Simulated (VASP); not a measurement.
Level of theory: PBEsol GGA, VASP's PBE PAW potentials (set 64) (plane waves; VASP).

VASP ran on this input.

### INCAR
```
# general
SYSTEM   =  Ta
PREC     =  Accurate
ENCUT    =  300
LREAL    =  .FALSE.   # projection in real space or not
LASPH    =  .TRUE.

# electronic loop
EDIFF    =  1E-6   # SCF stop (eV)
NELM     =  100
ALGO     =  Normal   # blocked Davidson
LMAXMIX  =  6   # l cut-off of mixed one-centre charges

# smearing
ISMEAR   =  -1   # Fermi-Dirac
SIGMA    =  0.05   # width (eV)

# functional
GGA      =  PS   # PBEsol

# ions
ISIF     =  2   # forces and stress, cell fixed

# output
LWAVE    =  .FALSE.
LCHARG   =  .FALSE.
```

KPOINTS:
```
kpoints
0
Gamma
 14 14 14
```

POSCAR:
```
Ta
2.8578840
 -0.5773502353   0.5773502353   0.5773502353
  0.5773502353  -0.5773502353   0.5773502353
  0.5773502353   0.5773502353  -0.5773502353
Ta
1
Cartesian
  0.0000000000   0.0000000000   0.0000000000
```

POTCAR, in this order: Ta_pv (PBE.64 set). Program: vasp_std.

Output

File OUTCAR:
```
 ion  position               nearest neighbor table
   1  0.000  0.000  0.000-
  LATTYP: Found a body centered cubic cell.
 ALAT       =     3.3000000000
 Subroutine PRICEL returns:
 Original cell was already a primitive cell.
 Subroutine GETGRP returns: Found 48 space group operations
The static configuration has the point symmetry O_h .
The dynamic configuration has the point symmetry O_h .
 Subroutine INISYM returns: Found 48 space group operations
 Subroutine IBZKPT returns following result:
 Found    104 irreducible k-points:

 Following reciprocal coordinates:
            Coordinates               Weight
  0.000000  0.000000  0.000000      1.000000
  0.071429  0.000000  0.000000     12.000000
  0.142857  0.000000  0.000000     12.000000
  0.214286  0.000000  0.000000     12.000000
  0.285714  0.000000  0.000000     12.000000
  0.357143  0.000000  0.000000     12.000000
  0.428571  0.000000  0.000000     12.000000
  0.500000  0.000000  0.000000      6.000000
  0.071429  0.071429  0.000000     24.000000
  0.142857  0.071429  0.000000     48.000000
  0.214286  0.071429  0.000000     48.000000
  0.285714  0.071429 -0.000000     48.000000
  0.357143  0.071429  0.000000     48.000000
  0.428571  0.071429  0.000000     48.000000
  0.142857  0.142857  0.000000     24.000000
  0.214286  0.142857 -0.000000     48.000000
  0.285714  0.142857  0.000000     48.000000
  0.357143  0.142857 -0.000000     48.000000
  0.428571  0.142857 -0.000000     24.000000
  0.214286  0.214286  0.000000     24.000000
  0.285714  0.214286 -0.000000     48.000000
  0.357143  0.214286  0.000000     48.000000
  0.285714  0.285714  0.000000     24.000000
  0.357143  0.285714 -0.000000     24.000000
  0.071429  0.071429  0.071429      8.000000
  0.142857  0.071429  0.071429     24.000000
  0.214286  0.071429  0.071429     24.000000
  0.285714  0.071429  0.071429     24.000000
  0.357143  0.071429  0.071429     24.000000
  0.428571  0.071429  0.071429     12.000000
 -0.071429  0.071429  0.071429      6.000000
  0.142857  0.142857  0.071429     24.000000
  0.214286  0.142857  0.071429     48.000000
  0.285714  0.142857  0.071429     48.000000
  0.357143  0.142857  0.071429     48.000000
 -0.142857  0.142857  0.071429     24.000000
  0.214286  0.214286  0.071429     24.000000
  0.285714  0.214286  0.071429     48.000000
  0.357143  0.214286  0.071429     24.000000
 -0.214286  0.214286  0.071429     24.000000
   k-points           NKPTS =    104   k-points in BZ     NKDIM =    104   number of bands    NBANDS=      9
   number of dos      NEDOS =    301   number of ions     NIONS =      1
   total plane-waves  NPLWV =   4096
   dimension x,y,z NGX =    16 NGY =   16 NGZ =   16
   dimension x,y,z NGXF=    32 NGYF=   32 NGZF=   32
   ions per type =               1
   PREC   = accura    normal or accurate (medium, high low for compatibility)
   ISTART =      0    job   : 0-new  1-cont  2-samecut
   ICHARG =      2    charge: 1-file 2-atom 10-const
   ISPIN  =      1    spin polarized calculation?
   LNONCOLLINEAR =      F non collinear calculations
   LSORBIT =      F    spin-orbit coupling
   INIWAV =      1    electr: 0-lowe 1-rand  2-diag
   ENCUT  =  300.0 eV  22.05 Ry    4.70 a.u.   4.04  4.04  4.04*2*pi/ulx,y,z
   NELM   =    100;   NELMIN=  2; NELMDL= -5     # of ELM steps
   EDIFF  = 0.1E-05   stopping-criterion for ELM
   LREAL  =      F    real-space projection
   NLSPLINE    = F    spline interpolate recip. space projectors
   LMAXMIX     =    6 max onsite mixed and CHGCAR
   VOSKOWN=      0    Vosko Wilk Nusair interpolation
...
```

File OSZICAR:
```
       N       E                     dE             d eps       ncg     rms          rms(c)
DAV:   1     0.262818966365E+02    0.26282E+02   -0.50740E+03  1896   0.780E+02
DAV:   2    -0.126292683631E+02   -0.38911E+02   -0.38220E+02  2262   0.185E+02
DAV:   3    -0.130645904827E+02   -0.43532E+00   -0.43177E+00  2218   0.204E+01
DAV:   4    -0.130669186509E+02   -0.23282E-02   -0.22977E-02  2087   0.120E+00
DAV:   5    -0.130669349484E+02   -0.16298E-04   -0.16294E-04  2127   0.842E-02    0.148E+01
DAV:   6    -0.126765081023E+02    0.39043E+00   -0.43294E-01  1941   0.774E+00    0.723E+00
DAV:   7    -0.125583124046E+02    0.11820E+00   -0.34161E-01  1964   0.651E+00    0.409E-01
DAV:   8    -0.125563100263E+02    0.20024E-02   -0.30246E-03  2027   0.692E-01    0.462E-02
DAV:   9    -0.125563172024E+02   -0.71761E-05   -0.24555E-05  2172   0.521E-02    0.277E-02
DAV:  10    -0.125563185217E+02   -0.13193E-05   -0.24817E-06  1988   0.216E-02    0.421E-03
DAV:  11    -0.125563181056E+02    0.41613E-06   -0.65759E-08   981   0.348E-03
   1 F= -.12556318E+02 E0= -.12552175E+02  d E =-.828638E-02
```

File OUTCAR:
```
------------------------ aborting loop because EDIFF is reached ----------------------------------------
  FORCE on cell =-STRESS in cart. coord.  units (eV):
  Direction    XX          YY          ZZ          XY          YZ          ZX
  --------------------------------------------------------------------------------------
  Total       -0.4194977     -0.4194977     -0.4194977     -0.0000000     -0.0000000      0.0000000
  in kB      -37.4048832    -37.4048832    -37.4048832     -0.0000000     -0.0000000      0.0000000
  external PRESSURE =     -37.4048832 kB  Pullay stress =       0.0000000 kB
  volume of cell :       17.97
      direct lattice vectors                 reciprocal lattice vectors
    -1.650000000  1.650000000  1.650000000     0.000000000  0.303030303  0.303030303
     1.650000000 -1.650000000  1.650000000     0.303030303  0.000000000  0.303030303
     1.650000000  1.650000000 -1.650000000     0.303030303  0.303030303  0.000000000
 POSITION                                       TOTAL-FORCE (eV/Angst)
 -----------------------------------------------------------------------------------
      0.00000      0.00000      0.00000         0.000000      0.000000     -0.000000
 -----------------------------------------------------------------------------------
    total drift:                               -0.000000      0.000000     -0.000000
  FREE ENERGIE OF THE ION-ELECTRON SYSTEM (eV)
  ---------------------------------------------------
  free  energy   TOTEN  =       -12.5563181056 eV

  energy  without entropy=      -12.5480317265  energy(sigma->0) =      -12.55217492
```
(Selected blocks of OUTCAR.)

At this cut-off the stress carries a Pulay error, which pulls relaxed volumes low.

The structure is a typed Ta crystal (Im-3m). The cell was not relaxed at this level. The run is one of a series of settings (GGA = PS against the base run), some of them coarse on purpose.
